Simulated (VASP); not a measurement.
These are PBE GGA, VASP's PBE PAW potentials (set 64) (plane waves; VASP) values and carry that method's errors.

A VASP calculation is set up with these files.

INCAR:
```
ALGO = Normal
EDIFF = 1E-6
EDIFFG = -0.01
ENCUT = 480
GGA = PE
IBRION = 2
ISIF = 3
ISMEAR = 1
LASPH = T
LCHARG = F
LMAXMIX = 6
LREAL = F
LWAVE = F
NELM = 100
NSW = 60
PREC = Accurate
SIGMA = 0.1
SYSTEM = Ir
```

File KPOINTS:
```
kpoints
0
Gamma
15 15 15
```

### POSCAR
```
Ir
1.0
  0.0000000000   1.9359148273   1.9359148273
  1.9359148273   0.0000000000   1.9359148273
  1.9359148273   1.9359148273   0.0000000000
Ir
1
direct
  0.0000000000   0.0000000000   0.0000000000
```

POTCAR, in this order: Ir (PBE.64 set). Program: vasp_std.

Output of the run:

### OUTCAR
```
 ion  position               nearest neighbor table
   1  0.000  0.000  0.000-
  LATTYP: Found a face centered cubic cell.
 ALAT       =     3.8718296546
 Subroutine PRICEL returns:
 Original cell was already a primitive cell.
 Subroutine GETGRP returns: Found 48 space group operations
The static configuration has the point symmetry O_h .
The dynamic configuration has the point symmetry O_h .
 Subroutine INISYM returns: Found 48 space group operations
 Subroutine IBZKPT returns following result:
 Found    120 irreducible k-points:

 Following reciprocal coordinates:
            Coordinates               Weight
  0.000000  0.000000  0.000000      1.000000
  0.066667  0.000000  0.000000      8.000000
  0.133333  0.000000  0.000000      8.000000
  0.200000  0.000000  0.000000      8.000000
  0.266667  0.000000  0.000000      8.000000
  0.333333  0.000000  0.000000      8.000000
  0.400000  0.000000  0.000000      8.000000
  0.466667  0.000000  0.000000      8.000000
  0.066667  0.066667  0.000000      6.000000
  0.133333  0.066667  0.000000     24.000000
...
```

### OSZICAR
```
       N       E                     dE             d eps       ncg     rms          rms(c)
DAV:   1     0.400063579157E+02    0.40006E+02   -0.42418E+03  1976   0.955E+02
DAV:   2    -0.882351350155E+01   -0.48830E+02   -0.46976E+02  1944   0.200E+02
DAV:   3    -0.941949271452E+01   -0.59598E+00   -0.59571E+00  2808   0.298E+01
DAV:   4    -0.942277035302E+01   -0.32776E-02   -0.32758E-02  2520   0.157E+00
DAV:   5    -0.942279525747E+01   -0.24904E-04   -0.24905E-04  2824   0.791E-02    0.142E+01
DAV:   6    -0.894622541704E+01    0.47657E+00   -0.10325E+00  2208   0.142E+01    0.576E+00
DAV:   7    -0.886096472662E+01    0.85261E-01   -0.31650E-01  2472   0.730E+00    0.154E+00
DAV:   8    -0.885607390782E+01    0.48908E-02   -0.17568E-03  2080   0.643E-01    0.682E-01
DAV:   9    -0.885471107080E+01    0.13628E-02   -0.10597E-03  2448   0.538E-01    0.123E-02
DAV:  10    -0.885471728824E+01   -0.62174E-05   -0.44147E-06  2624   0.214E-02    0.683E-03
DAV:  11    -0.885471780040E+01   -0.51216E-06   -0.25600E-07  1624   0.549E-03
   1 F= -.88547178E+01 E0= -.88545987E+01  d E =-.885472E+01
```

File OUTCAR:
```
------------------------ aborting loop because EDIFF is reached ----------------------------------------
  FORCE on cell =-STRESS in cart. coord.  units (eV):
  Direction    XX          YY          ZZ          XY          YZ          ZX
  --------------------------------------------------------------------------------------
  Total       -0.0028988     -0.0028988     -0.0028988      0.0000000      0.0000000      0.0000000
  in kB       -0.3200693     -0.3200693     -0.3200693      0.0000000      0.0000000      0.0000000
  external PRESSURE =      -0.3200693 kB  Pullay stress =       0.0000000 kB
  volume of cell :       14.51
      direct lattice vectors                 reciprocal lattice vectors
     0.000000000  1.935914827  1.935914827    -0.258275825  0.258275825  0.258275825
     1.935914827  0.000000000  1.935914827     0.258275825 -0.258275825  0.258275825
     1.935914827  1.935914827  0.000000000     0.258275825  0.258275825 -0.258275825
 POSITION                                       TOTAL-FORCE (eV/Angst)
 -----------------------------------------------------------------------------------
      0.00000      0.00000      0.00000        -0.000000     -0.000000     -0.000000
 -----------------------------------------------------------------------------------
    total drift:                                0.000000      0.000000     -0.000000
  FREE ENERGIE OF THE ION-ELECTRON SYSTEM (eV)
  ---------------------------------------------------
  free  energy   TOTEN  =        -8.8547178004 eV

  energy  without entropy=       -8.8543605433  energy(sigma->0) =       -8.85459871

 reached required accuracy - stopping structural energy minimisation
```
(Selected blocks of OUTCAR.)

The compound is Ir in the fcc structure. It was relaxed first. The start is the result of an earlier pass.
